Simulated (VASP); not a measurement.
All values below come from PBE GGA, VASP's PBE PAW potentials (set 64) (plane waves; VASP).

A VASP calculation is set up with these files.

File KPOINTS:
```
Automatic mesh
0
G
19 19 19
```

File POSCAR:
```
Si
1
    0.0000000000     2.7342071091     2.7342071091
    2.7342071091     0.0000000000     2.7342071091
    2.7342071091     2.7342071091     0.0000000000
Si
2
Direct
  0.0000000000   0.0000000000   0.0000000000
  0.2500000000   0.2500000000   0.2500000000
```

INCAR:
```
! general
SYSTEM   =  Si
PREC     =  Accurate
ENCUT    =  400   ! plane-wave cut-off (eV)
LREAL    =  .FALSE.
LASPH    =  .TRUE.   ! aspherical one-centre terms
NBANDS   =  24

! electronic loop
EDIFF    =  1E-7   ! SCF stop (eV)
NELM     =  100   ! most electronic steps
ALGO     =  Normal

! smearing
ISMEAR   =  0   ! Gaussian
SIGMA    =  0.01

! functional
GGA      =  PE   ! PBE

! output
LWAVE    =  .FALSE.
LCHARG   =  .FALSE.
NEDOS    =  1001   ! DOS grid

! other
LOPTICS  =  .TRUE.
CSHIFT   =  0.1
```

POTCAR, in this order: Si (PBE.64 set). Program: vasp_std.

What VASP printed:

OSZICAR:
```
       N       E                     dE             d eps       ncg     rms          rms(c)
DAV:   1     0.692667744584E+01    0.69267E+01   -0.23883E+03 10576   0.207E+02
DAV:   2    -0.106096071149E+02   -0.17536E+02   -0.16870E+02 13712   0.545E+01
DAV:   3    -0.110163691341E+02   -0.40676E+00   -0.40497E+00 13480   0.621E+00
DAV:   4    -0.110178026762E+02   -0.14335E-02   -0.14335E-02 12128   0.454E-01
DAV:   5    -0.110178079736E+02   -0.52974E-05   -0.52975E-05 13616   0.266E-02    0.474E+00
DAV:   6    -0.109019155769E+02    0.11589E+00   -0.39845E-02 12672   0.478E-01    0.288E+00
DAV:   7    -0.108482737041E+02    0.53642E-01   -0.83402E-02 13008   0.727E-01    0.156E-01
DAV:   8    -0.108494423195E+02   -0.11686E-02   -0.34597E-03 12240   0.172E-01    0.993E-02
DAV:   9    -0.108497068076E+02   -0.26449E-03   -0.19935E-04 13064   0.446E-02    0.588E-02
DAV:  10    -0.108497159691E+02   -0.91615E-05   -0.47240E-06 12864   0.767E-03    0.188E-02
DAV:  11    -0.108497216344E+02   -0.56653E-05   -0.57250E-06 12544   0.695E-03    0.595E-03
DAV:  12    -0.108497217302E+02   -0.95840E-07   -0.24985E-07 13416   0.173E-03
   1 F= -.10849722E+02 E0= -.10849722E+02  d E =-.223086E-32
 imaginary and real dielectric function
```

File OUTCAR:
```
------------------------ aborting loop because EDIFF is reached ----------------------------------------
  FORCE on cell =-STRESS in cart. coord.  units (eV):
  Direction    XX          YY          ZZ          XY          YZ          ZX
  --------------------------------------------------------------------------------------
  Total        0.0012501      0.0012501      0.0012501     -0.0000000     -0.0000000     -0.0000000
  in kB        0.0489940      0.0489940      0.0489940     -0.0000000     -0.0000000     -0.0000000
  external PRESSURE =       0.0489940 kB  Pullay stress =       0.0000000 kB
  volume of cell :       40.88
      direct lattice vectors                 reciprocal lattice vectors
     0.000000000  2.734207109  2.734207109    -0.182868371  0.182868371  0.182868371
     2.734207109  0.000000000  2.734207109     0.182868371 -0.182868371  0.182868371
     2.734207109  2.734207109  0.000000000     0.182868371  0.182868371 -0.182868371
 POSITION                                       TOTAL-FORCE (eV/Angst)
 -----------------------------------------------------------------------------------
      0.00000      0.00000      0.00000        -0.000000     -0.000000     -0.000000
      1.36710      1.36710      1.36710         0.000000      0.000000      0.000000
 -----------------------------------------------------------------------------------
    total drift:                                0.000000      0.000000     -0.000000
  FREE ENERGIE OF THE ION-ELECTRON SYSTEM (eV)
  ---------------------------------------------------
  free  energy   TOTEN  =       -10.8497217302 eV

  energy  without entropy=      -10.8497217302  energy(sigma->0) =      -10.84972173

 plasma frequency squared (from intraband transitions) (eV^2)
  --------------------------------------------------------------------------------------
       0.000       0.000       0.000
       0.000       0.000      -0.000
       0.000      -0.000       0.000

 plasma frequency squared (from interband transitions, int dw w eps(2)(w)) (eV^2)
  --------------------------------------------------------------------------------------
     242.251       0.000      -0.000       0.000      -0.000      -0.000
      -0.000      -0.000     242.251       0.000       0.000       0.000
      -0.000       0.000       0.000      -0.000     242.251       0.000
```
(Selected blocks of OUTCAR.)

The compound is Si in the diamond structure. It was relaxed first.
